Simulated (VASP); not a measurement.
Here is the system:

```xyz
1
Lattice="0.0000 1.9911 1.9911 1.9911 0.0000 1.9911 1.9911 1.9911 0.0000" Properties=species:S:1:pos:R:3 pbc="T T T"
Pt     0.0000     0.0000     0.0000
```

These are revPBE GGA, VASP's PBE PAW potentials (set 64) (plane waves; VASP) values and carry that method's errors. Settings: 520 eV cut-off, Gaussian smearing of 0.050 eV, potentials Pt.

### Question
Give the energies of bands 1 to 6 at the high-symmetry points, in eV from the Fermi level.

### Answer

```csv
band,Γ,X,U,L,W
1,-9.66,-6.55,-5.79,-6.82,-5.22
2,-3.49,-6.12,-5.05,-3.54,-4.20
3,-3.49,0.01,-2.61,-3.54,-4.20
4,-3.49,0.47,-1.19,-0.25,-1.82
5,-1.50,0.47,-0.14,0.05,0.47
6,-1.50,1.91,5.62,0.05,6.86
```

It has no gap at this level: it comes out as a metal or semimetal.

The compound is Pt in the fcc structure. It was relaxed first.
